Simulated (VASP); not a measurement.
An input for Ansatz (written as the equivalent of a VASP run, and not itself run):

Ansatz 0.2 input:
```yaml
crystal:
  lattice:
    - [0.0000000, 2.7667512, 2.7667512]
    - [2.7667512, 0.0000000, 2.7667512]
    - [2.7667512, 2.7667512, 0.0000000]
  atoms:
    - { symbol: Ba, position: [0.0000000, 0.0000000, 0.0000000] }
    - { symbol: O, position: [0.5000000, 0.5000000, 0.5000000] }
kpoints:
  mp_grid: { grid: [8, 8, 8] }
hamiltonian:
  xc: pbesol
  pseudopotentials: { kind: paw }
scf:
  occupations: { method: gaussian, width: 0.05 }
  max_iter: 100
relax:
  max_steps: 40
  f_tol: 0.02
  cell: {}
output: { forces: true, stress: true, eigenvalues: true }
```

**Question.** Write the VASP files for the same calculation (PBEsol).

**Answer.** Several could match; the one computed here: 
File KPOINTS:
```
Automatic mesh
0
Gamma
8 8 8
0 0 0
```

### INCAR
```
SYSTEM = BaO
PREC = Accurate; ENCUT = 620; LREAL = .FALSE.
LASPH = .TRUE.
EDIFF = 1E-6; NELM = 100; ALGO = Normal
LMAXMIX = 4
ISMEAR = 0; SIGMA = 0.05
GGA = PS
IBRION = 2; NSW = 40; ISIF = 3
EDIFFG = -0.02
LWAVE = .FALSE.; LCHARG = .FALSE.
```

### POSCAR
```
BaO
1
   -0.0000000000     2.7667512338     2.7667512338
    2.7667512338     0.0000000000     2.7667512338
    2.7667512338     2.7667512338    -0.0000000000
Ba O
1 1
Direct
  0.0000000000   0.0000000000   0.0000000000
  0.5000000000   0.5000000000   0.5000000000
```

POTCAR, in this order: Ba_sv O (PBE.64 set). Program: vasp_std.

What does not carry over: each code has its own PAW files, so the cut-off isn't converted (ENCUT is set for VASP's; basis.ecutwfc is left out, and Ansatz then takes the one that its files recommend); Ansatz stops its SCF on the density residual and VASP on the energy change (EDIFF).

The compound is BaO in the rock salt structure. It was relaxed first.
